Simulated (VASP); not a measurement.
MgO:

```
Mg O
1.0
     0.00000    2.12450    2.12450
     2.12450    0.00000    2.12450
     2.12450    2.12450    0.00000
Mg O
1 1
Direct
  0.00000 0.00000 0.00000
  0.50000 0.50000 0.50000
```

```yaml
Program: VASP 6.6.1
Task: relaxation of cell and atoms
Functional: PBEsol
Potentials_or_basis: VASP PAW PBE potentials, release 64 (Mg, O)
Cutoff: 600 eV
k_mesh: 4 × 4 × 4
Occupations: gaussian, width 0.02 eV
Spin: no spin polarisation
```

At the start: pressure -4.4 GPa; volume 9.59 Å³/atom.

Task: How do energy, volume and symmetry change on relaxing?

Result: Over 3 steps the energy falls by 3.9 meV/atom and the volume is 9.31 Å³/atom (-2.9 %); space group Fm-3m (No. 225, to 0.05 Å).

The path:
```csv
step,energy change (eV),largest force (eV/Å),pressure (GPa),volume (Å³)
1,0.0000,0.0000,-4.41,19.18
2,-0.0070,0.0000,1.53,18.45
3,-0.0078,0.0000,0.01,18.63
```

Final structure:
```yaml
crystal:
  lattice:
    - [0.00000, 2.10396, 2.10396]
    - [2.10396, 0.00000, 2.10396]
    - [2.10396, 2.10396, 0.00000]
  atoms:
    - { symbol: Mg, position: [0.00000, 0.00000, 0.00000] }
    - { symbol: O, position: [0.50000, 0.50000, 0.50000] }
```

Caveat: the k mesh is coarse (spacing up to 0.64 Å⁻¹), so the values aren't converged; the PAW data sets were made with another functional, which shifts forces and pressure a little.
